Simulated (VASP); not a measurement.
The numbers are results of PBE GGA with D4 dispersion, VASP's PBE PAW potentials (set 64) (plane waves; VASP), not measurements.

VASP input:

File POSCAR:
```
ZnS
1.0
  1.8630498215  -3.2268969069   0.0000000000
  1.8630498215   3.2268969069   0.0000000000
  0.0000000000   0.0000000000   6.1044402454
Zn S
2 2
Cartesian
  1.8630498215  -1.0756344536   3.0531701055
  1.8630498215   1.0756344536   0.0009499828
  1.8630498215  -1.0756344536   5.3404352320
  1.8630498215   1.0756344536   2.2882151093
```

### INCAR
```
SYSTEM = ZnS
PREC = Accurate
ENCUT = 520
EDIFF = 1E-7
NELM = 100
ALGO = Normal
LREAL = .FALSE.
LASPH = .TRUE.
ISMEAR = 0
SIGMA = 0.05
GGA = PE
IVDW = 13
LMAXMIX = 4
LWAVE = .FALSE.
LCHARG = .FALSE.
ISIF = 4
IBRION = 2
NSW = 30
EDIFFG = -0.01
```

File KPOINTS:
```
Regular mesh
0
G
  7 7 4
```

POTCAR, in this order: Zn S (PBE.64 set). Program: vasp_std.

**Question.** What will the output report for the number of irreducible k-points (NKPTS), largest plane-wave count, number of space-group operations, FFT grid (NGX, NGY, NGZ)?

**Answer.** 
- number of irreducible k-points (NKPTS) = 24
- largest plane-wave count = 2004
- number of space-group operations = 12
- FFT grid (NGX, NGY, NGZ) = 28 × 28 × 48

The compound is ZnS in the wurtzite structure, the high-temperature form. This cell is one point of a volume scan, at 0.94 of the reference volume. Symmetry was kept, so distortions that lower it aren't found.
